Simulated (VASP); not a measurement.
```xyz
5
Lattice="5.6703 0.0000 0.0000 0.0000 5.6703 0.0000 0.0000 0.0000 5.6703" Properties=species:S:1:pos:R:3 pbc="T T T"
Cs     0.0000     0.0000     0.0000
Pb     2.8352     2.8352     2.8352
Cl     2.8352     0.0000     2.8352
Cl     0.0000     2.8352     2.8352
Cl     2.8352     2.8352     0.0000
```

Calculation: MS2 meta-GGA, VASP's PBE PAW potentials (set 64) (plane waves; VASP). Numerical set-up: 520 eV cut-off, 5×5×5 Γ-centred mesh, tetrahedra with Blöchl corrections, potentials Cs_sv Pb_d Cl.

The cores are frozen, which limits the accuracy of field gradients.

### Question
Give the principal components of the electric field gradient (V/Å²) and the asymmetry η at each nucleus.

### Answer

```tsv
atom	Vxx	Vyy	Vzz	η
Cs1	0.0	0.0	0.0	-
Pb2	0.0	0.0	0.0	-
Cl3	-43.4	-43.4	86.8	0.00
Cl4	-43.4	-43.4	86.8	0.00
Cl5	-43.4	-43.4	86.8	0.00
```

The compound is CsPbCl3 in the cubic perovskite structure, the ideal cubic form; the compound distorts at low or room temperature. It was relaxed first.
